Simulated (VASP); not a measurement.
Given:

```
CELL_PARAMETERS angstrom
      0.00000     2.43599     2.43599
      2.43599     0.00000     2.43599
      2.43599     2.43599     0.00000
ATOMIC_POSITIONS crystal
  Pb 0.00000 0.00000 0.00000
```

All values below come from PBE GGA, VASP's PBE PAW potentials (set 64) (plane waves; VASP). Numerical set-up: 500 eV cut-off, 13×13×13 Γ-centred mesh, first-order Methfessel-Paxton smearing of 0.10 eV, potentials Pb_d.

Energy and stress use the plane-wave basis of the starting cell.

The ions, cell shape and volume at an external pressure of 10.0 GPa are relaxed. Which structure does the run end with?

```
CELL_PARAMETERS angstrom
      0.00000     2.38171     2.38171
      2.38171     0.00000     2.38171
      2.38171     2.38171     0.00000
ATOMIC_POSITIONS crystal
  Pb 0.00000 0.00000 0.00000
```
Space group Fm-3m (225), at a tolerance of 0.03 Å.

How do energy and volume change from the first to the last step?

The energy (σ→0) changes by +86.2 meV/atom and the volume by -6.5 %, in 3 ionic steps.

The compound is Pb in the fcc structure. This run relaxes it under an external pressure of 10 GPa. Symmetry was kept, so distortions that lower it aren't found.
